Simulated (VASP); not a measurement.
Calculation: revPBE GGA, VASP's PBE PAW potentials (set 64) (plane waves; VASP 6.6.1). For the first row: Numerical set-up: 520 eV cut-off, 8×8×8 Γ-centred mesh, Gaussian smearing of 0.050 eV, potentials Zn S.

```json
[
 {"system": "ZnS (zinc blende)", "energy (eV/atom)": "-3.1427"},
 {"system": "Zn atom", "energy (eV/atom)": "-0.0209"},
 {"system": "S atom", "energy (eV/atom)": "-1.1162"}
]
```

Atoms are spin-polarised in a large box without symmetry, with the spin fixed by Hund's rule, and may not be in the lowest state of each functional; no zero-point energy is added.

Task: What is the cohesive energy per atom of ZnS?

Result: The references average (1×(-0.0209) + 1×(-1.1162))/2 = -0.5685 eV, so the cohesive energy is -0.5685 − (-3.1427) = 2.574 eV/atom.
